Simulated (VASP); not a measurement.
The system is GaAs.

```
Ga As
1.0
     0.00000    2.87512    2.87512
     2.87512    0.00000    2.87512
     2.87512    2.87512    0.00000
Ga As
1 1
Cartesian
  0.0000 0.0000 0.0000
  1.4376 1.4376 1.4376
```

Base run:

- Program: VASP 6.6.1
- Functional: HSE06
- Potentials or basis: VASP PAW PBE potentials, release 64 (Ga_d, As)
- Cutoff: 520 eV
- k mesh: 6 × 6 × 6
- Occupations: gaussian, width 0.03 eV
- Spin: no spin polarisation

Its results: band gap on the k mesh 1.00 eV, direct; pressure -2.5 GPa.

Task: The run is repeated on the same cell with these changes: functional from HSE06 to PBE; further incar settings from ALGO = Normal; EDIFF = 1e-06; NBANDS = 16 to ALGO = Fast; EDIFF = 1e-06; NBANDS = 16. What comes out?

Result: Band gap on the k mesh 0.14 eV, direct; pressure 0.0 GPa.

Caveats: the PAW data sets were made with another functional, which shifts forces and pressure a little (some runs).
